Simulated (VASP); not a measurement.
# SiO (Pm-3m) in VASP: convergence with k mesh

Aim: find how far k mesh must go before the results for SiO settle, at PBE. This setting moves, with any that are tied to it; all else stays.

Program: VASP 6.6.1. These are calculated values, not measurements. Logs are shortened: lines on timing, memory, paths and dates and some standing lists are left out, and cuts for length are marked.

**1. The structure**

Symmetry: Pm-3m, No. 221, cubic system. The conventional cell has a = 2.807 Å, b = 2.807 Å, c = 2.807 Å, α = 90.00°, β = 90.00°, γ = 90.00°. Si (site symmetry m-3m) has 8 O at 2.43 Å as nearest neighbours. O (site symmetry m-3m) is surrounded by 8 Si at 2.43 Å.

The cell was built by a generator and needn't be a form met in nature.

**2. With k mesh 2 × 2 × 2**

Input file INCAR:

```
SYSTEM = SiO
ALGO = Fast
EDIFF = 1E-6
ENCUT = 600
GGA = PE
ISIF = 2
ISMEAR = 0
LASPH = .True.
LCHARG = .False.
LREAL = .False.
LWAVE = .False.
NBANDS = 12
NELM = 100
PREC = Accurate
SIGMA = 0.02
```

Input file KPOINTS:

```
k-points
0
Gamma
  2 2 2
  0 0 0
```

Input file POSCAR:

```
SiO
1.0
    2.8069700000      0.0000000000      0.0000000000
    0.0000000000      2.8069700000      0.0000000000
    0.0000000000      0.0000000000      2.8069700000
Si O
1 1
Direct
    0.0000000000      0.0000000000      0.0000000000
    0.5000000000      0.5000000000      0.5000000000
```

Potentials or basis: VASP PAW PBE potentials, release 64 (Si_GW, O_GW).

On the command line:

```console
> cat potpaw_PBE.64/Si_GW/POTCAR potpaw_PBE.64/O_GW/POTCAR > POTCAR
> mpirun -np 1 vasp_std > vasp.out
```

OUTCAR:

```text
SYSTEM = SiO
   EDIFF = 1E-6
   ENCUT = 600
   GGA = PE
   ISIF = 2
   ISMEAR = 0
   LASPH = .True.
   LREAL = .False.
   NELM = 100
   PREC = Accurate

 Found      4 irreducible k-points:

 Following reciprocal coordinates:
            Coordinates               Weight
  0.000000  0.000000  0.000000      1.000000
  0.500000  0.000000  0.000000      3.000000
  0.500000  0.500000  0.000000      3.000000
  0.500000  0.500000  0.500000      1.000000
   k-points           NKPTS =      4   k-points in BZ     NKDIM =      4   number of bands    NBANDS=     12
   number of dos      NEDOS =    301   number of ions     NIONS =      2
   total plane-waves  NPLWV =  13824
   dimension x,y,z NGX =    24 NGY =   24 NGZ =   24
   dimension x,y,z NGXF=    48 NGYF=   48 NGZF=   48
   ions per type =               1   1
   NGX,Y,Z   is equivalent  to a cutoff of  14.21, 14.21, 14.21 a.u.
   NGXF,Y,Z  is equivalent  to a cutoff of  28.43, 28.43, 28.43 a.u.
 SYSTEM =  SiO
   PREC   = accura    normal or accurate (medium, high low for compatibility)
   ISTART =      0    job   : 0-new  1-cont  2-samecut
   ICHARG =      2    charge: 1-file 2-atom 10-const
   ISPIN  =      1    spin polarized calculation?
   LNONCOLLINEAR =      F non collinear calculations
   LSORBIT =      F    spin-orbit coupling
   LASPH  =      T    aspherical Exc in radial PAW
   ENCUT  =  600.0 eV  44.10 Ry    6.64 a.u.   5.61  5.61  5.61*2*pi/ulx,y,z
   NELM   =    100;   NELMIN=  2; NELMDL= -5     # of ELM steps
   EDIFF  = 0.1E-05   stopping-criterion for ELM
   LREAL  =      F    real-space projection
   EDIFFG = 0.1E-04   stopping-criterion for IOM
   NSW    =      0    number of steps for IOM
   IBRION =     -1    ionic relax: 0-MD 1-quasi-New 2-CG
   NFREE  =      0    steps in history (QN), initial steepest desc. (CG)
   ISIF   =      2    stress and relaxation
   ISYM   =      2    0-nonsym 1-usesym 2-fastsym
[... 44 lines left out ...]

 val. band max:        6.8831907030   @ k =   0.5000   0.5000   0.5000
 cond. band min:       6.9398905915   @ k =   0.5000   0.5000   0.5000
 fundamental gap:      0.0566998886
 Fermi energy:         6.9082736880

 k-point     1 :       0.0000    0.0000    0.0000
  band No.  band energies     occupation
      1     -12.1811      2.00000
      2       0.7881      2.00000
      3       4.4054      2.00000
      4       4.4054      2.00000
      5       4.4054      2.00000
      6      13.7068      0.00000
      7      13.7068      0.00000
      8      15.8658      0.00000
      9      15.8658      0.00000
     10      15.8658      0.00000
     11      26.7833      0.00000
     12      26.7843      0.00000
[... 31 lines left out ...]
 k-point     4 :       0.5000    0.5000    0.5000
  band No.  band energies     occupation
      1      -9.6802      2.00000
      2       2.7047      2.00000
      3       2.7047      2.00000
      4       2.7047      2.00000
      5       6.8832      1.92388
      6       6.9399      0.02537
      7       6.9399      0.02537
      8       6.9399      0.02537
      9      20.4093      0.00000
     10      20.4093      0.00000
     11      20.4093      0.00000
     12      33.0405      0.00000

------------------------ aborting loop because EDIFF is reached ----------------------------------------

  FORCE on cell =-STRESS in cart. coord.  units (eV):
  Direction    XX          YY          ZZ          XY          YZ          ZX
  --------------------------------------------------------------------------------------
  -------------------------------------------------------------------------------------
  Total        0.6296922      0.6296922      0.6296922     -0.0000000     -0.0000000     -0.0000000
  in kB       45.6168770     45.6168770     45.6168770     -0.0000000     -0.0000000     -0.0000000
  external PRESSURE =      45.6168770 kB  Pullay stress =       0.0000000 kB

 VOLUME and BASIS-vectors are now :
 -----------------------------------------------------------------------------
  energy-cutoff  :      600.00
  volume of cell :       22.12
      direct lattice vectors                 reciprocal lattice vectors
     2.806970000  0.000000000  0.000000000     0.356256034  0.000000000  0.000000000
     0.000000000  2.806970000  0.000000000     0.000000000  0.356256034  0.000000000
     0.000000000  0.000000000  2.806970000     0.000000000  0.000000000  0.356256034

 POSITION                                       TOTAL-FORCE (eV/Angst)
 -----------------------------------------------------------------------------------
      0.00000      0.00000      0.00000         0.000000      0.000000      0.000000
      1.40349      1.40349      1.40349         0.000000      0.000000      0.000000
 -----------------------------------------------------------------------------------
    total drift:                                0.000000      0.000000     -0.000000

  FREE ENERGIE OF THE ION-ELECTRON SYSTEM (eV)
  ---------------------------------------------------
  free  energy   TOTEN  =        -9.9825008164 eV

  energy  without entropy=       -9.9818605622  energy(sigma->0) =       -9.98218069
```

OSZICAR:

```text
N       E                     dE             d eps       ncg     rms          rms(c)
DAV:   1     0.355509527365E+02    0.35551E+02   -0.60277E+03   112   0.916E+02
DAV:   2    -0.849431309070E+01   -0.44045E+02   -0.38125E+02   112   0.217E+02
DAV:   3    -0.109307008859E+02   -0.24364E+01   -0.24213E+01   128   0.453E+01
DAV:   4    -0.109628660955E+02   -0.32165E-01   -0.32126E-01   128   0.493E+00
DAV:   5    -0.109639557092E+02   -0.10896E-02   -0.10894E-02   144   0.813E-01    0.520E+00
RMM:   6    -0.999723565112E+01    0.96672E+00   -0.11381E+00   106   0.120E+01    0.154E+00
RMM:   7    -0.998352859471E+01    0.13707E-01   -0.17723E-01   124   0.534E+00    0.738E-01
RMM:   8    -0.998129309220E+01    0.22355E-02   -0.20680E-02   131   0.158E+00    0.321E-01
RMM:   9    -0.998239488967E+01   -0.11018E-02   -0.39971E-03   130   0.696E-01    0.399E-02
RMM:  10    -0.998248346263E+01   -0.88573E-04   -0.75422E-04   146   0.287E-01    0.140E-02
RMM:  11    -0.998250088649E+01   -0.17424E-04   -0.12029E-04   136   0.135E-01    0.127E-02
RMM:  12    -0.998250022597E+01    0.66052E-06   -0.32223E-05   137   0.692E-02    0.326E-03
RMM:  13    -0.998250081643E+01   -0.59045E-06   -0.98415E-06   109   0.343E-02
   1 F= -.99825008E+01 E0= -.99821807E+01  d E =-.640254E-03
```

It took 5.9 s on 1 thread of Intel Xeon Platinum 8488C (Sapphire Rapids), shared host; peak memory 0.12 GiB.

What came out:

```
Free energy            : -9.9825 eV
Pressure               : 4.6 GPa
Band gap on the k mesh : 0.06 eV, direct
```

**3. With k mesh 3 × 3 × 3**

INCAR is that of step 2.

Input file KPOINTS:

```
k-points
0
Gamma
  3 3 3
  0 0 0
```

POSCAR is that of step 2.

Potentials or basis: VASP PAW PBE potentials, release 64 (Si_GW, O_GW).

On the command line:

```console
> cat potpaw_PBE.64/Si_GW/POTCAR potpaw_PBE.64/O_GW/POTCAR > POTCAR
> mpirun -np 1 vasp_std > vasp.out
```

Wall time 5.6 s (1 thread of Intel Xeon Platinum 8488C (Sapphire Rapids), shared host); peak memory 0.13 GiB.

What came out:

```
Free energy            : -10.3895 eV
Pressure               : 2.4 GPa
Band gap on the k mesh : 2.69 eV, direct
```

**4. With k mesh 4 × 4 × 4**

INCAR is that of step 3.

Input file KPOINTS:

```
k-points
0
Gamma
  4 4 4
  0 0 0
```

POSCAR is that of step 3.

On the command line:

```console
> cat potpaw_PBE.64/Si_GW/POTCAR potpaw_PBE.64/O_GW/POTCAR > POTCAR
> mpirun -np 1 vasp_std > vasp.out
```

Wall time 6.4 s (1 thread of Intel Xeon Platinum 8488C (Sapphire Rapids), shared host); peak memory 0.13 GiB.

What came out:

| Quantity | Value |
| --- | --- |
| Free energy | -10.3791 eV |
| Pressure | 0.3 GPa |
| Band gap on the k mesh | none (metal or under the smearing width) |

**5. With k mesh 5 × 5 × 5**

INCAR is that of step 4.

Input file KPOINTS:

```
k-points
0
Gamma
  5 5 5
  0 0 0
```

POSCAR is that of step 4.

On the command line:

```console
> cat potpaw_PBE.64/Si_GW/POTCAR potpaw_PBE.64/O_GW/POTCAR > POTCAR
> mpirun -np 1 vasp_std > vasp.out
```

It took 6.4 s on 1 thread of Intel Xeon Platinum 8488C (Sapphire Rapids), shared host; peak memory 0.13 GiB.

What came out:

* Free energy: -10.3552 eV
* Pressure: 2.3 GPa
* Band gap on the k mesh: 0.27 eV, indirect (least direct gap 1.71 eV)

**6. With k mesh 7 × 7 × 7**

INCAR is that of step 5.

Input file KPOINTS:

```
k-points
0
Gamma
  7 7 7
  0 0 0
```

POSCAR is that of step 5.

Potentials or basis: VASP PAW PBE potentials, release 64 (Si_GW, O_GW).

On the command line:

```console
> cat potpaw_PBE.64/Si_GW/POTCAR potpaw_PBE.64/O_GW/POTCAR > POTCAR
> mpirun -np 1 vasp_std > vasp.out
```

It took 8.3 s on 1 thread of Intel Xeon Platinum 8488C (Sapphire Rapids), shared host; peak memory 0.13 GiB.

What came out:

| Item | Value |
| --- | --- |
| Free energy | -10.3914 eV |
| Pressure | -1.2 GPa |
| Band gap on the k mesh | none (metal or under the smearing width) |

**7. With k mesh 8 × 8 × 8**

INCAR is that of step 6.

Input file KPOINTS:

```
k-points
0
Gamma
  8 8 8
  0 0 0
```

POSCAR is that of step 6.

On the command line:

```console
> cat potpaw_PBE.64/Si_GW/POTCAR potpaw_PBE.64/O_GW/POTCAR > POTCAR
> mpirun -np 1 vasp_std > vasp.out
```

Run time: 9.5 s. Hardware: 1 thread of Intel Xeon Platinum 8488C (Sapphire Rapids), shared host; peak memory 0.14 GiB.

Results:

- Free energy: -10.4019 eV
- Pressure: -1.2 GPa
- Band gap on the k mesh: none (metal or under the smearing width)

**8. With k mesh 11 × 11 × 11**

INCAR is that of step 7.

Input file KPOINTS:

```
k-points
0
Gamma
  11 11 11
  0 0 0
```

POSCAR is that of step 7.

On the command line:

```console
> cat potpaw_PBE.64/Si_GW/POTCAR potpaw_PBE.64/O_GW/POTCAR > POTCAR
> mpirun -np 1 vasp_std > vasp.out
```

Wall time 12 s (1 thread of Intel Xeon Platinum 8488C (Sapphire Rapids), shared host); peak memory 0.14 GiB.

What came out:

* Free energy: -10.3959 eV
* Pressure: 0.4 GPa
* Band gap on the k mesh: none (metal or under the smearing width)

**9. With k mesh 13 × 13 × 13**

INCAR is that of step 8.

Input file KPOINTS:

```
k-points
0
Gamma
  13 13 13
  0 0 0
```

POSCAR is that of step 8.

Potentials or basis: VASP PAW PBE potentials, release 64 (Si_GW, O_GW).

On the command line:

```console
> cat potpaw_PBE.64/Si_GW/POTCAR potpaw_PBE.64/O_GW/POTCAR > POTCAR
> mpirun -np 1 vasp_std > vasp.out
```

Run time: 18 s. Hardware: 1 thread of Intel Xeon Platinum 8488C (Sapphire Rapids), shared host; peak memory 0.15 GiB.

Results:

```yaml
Free_energy: -10.3965 eV
Pressure: -0.5 GPa
Band_gap_on_the_k_mesh: none (metal or under the smearing width)
```

**10. With k mesh 15 × 15 × 15**

INCAR is that of step 9.

Input file KPOINTS:

```
k-points
0
Gamma
  15 15 15
  0 0 0
```

POSCAR is that of step 9.

On the command line:

```console
> cat potpaw_PBE.64/Si_GW/POTCAR potpaw_PBE.64/O_GW/POTCAR > POTCAR
> mpirun -np 1 vasp_std > vasp.out
```

Wall time 20 s (1 thread of Intel Xeon Platinum 8488C (Sapphire Rapids), shared host); peak memory 0.16 GiB.

Results (log left out):

```
Free energy            : -10.4016 eV
Pressure               : -0.2 GPa
Band gap on the k mesh : none (metal or under the smearing width)
```

**11. The series at a glance**

| k mesh | energy less the tightest run, at zero smearing (meV/atom) | pressure (GPa) | gap on the mesh (eV) | SCF cycles | CPU time (s) | peak memory (GiB) |
| --- | --- | --- | --- | --- | --- | --- |
| 2 × 2 × 2 | 209.67 | 4.56 | 0.057 | 13 | 2.1 | 0.12 |
| 3 × 3 × 3 | 6.01 | 2.42 | 2.687 | 15 | 2.3 | 0.13 |
| 4 × 4 × 4 | 11.53 | 0.25 | 0.000 | 16 | 3.2 | 0.13 |
| 5 × 5 × 5 | 23.18 | 2.32 | 0.271 | 16 | 3.2 | 0.13 |
| 7 × 7 × 7 | 5.26 | -1.23 | 0.000 | 17 | 4.9 | 0.13 |
| 8 × 8 × 8 | -0.13 | -1.20 | 0.000 | 15 | 6.2 | 0.14 |
| 11 × 11 × 11 | 2.83 | 0.41 | 0.000 | 14 | 8.6 | 0.14 |
| 13 × 13 × 13 | 2.56 | -0.47 | 0.000 | 15 | 15 | 0.15 |
| 15 × 15 × 15 | 0.00 | -0.17 | 0.000 | 14 | 16 | 0.16 |

Against the tightest run, the gap on the mesh stays within 0.01 eV from 7 × 7 × 7 on. Not settled before the last step: the energy (to 1 meV/atom), the pressure (to 0.1 GPa). Meshes of other sizes hit other points, so gaps and Fermi surfaces needn't settle smoothly. The tightest run that finished is the yardstick and may itself not be fully converged.
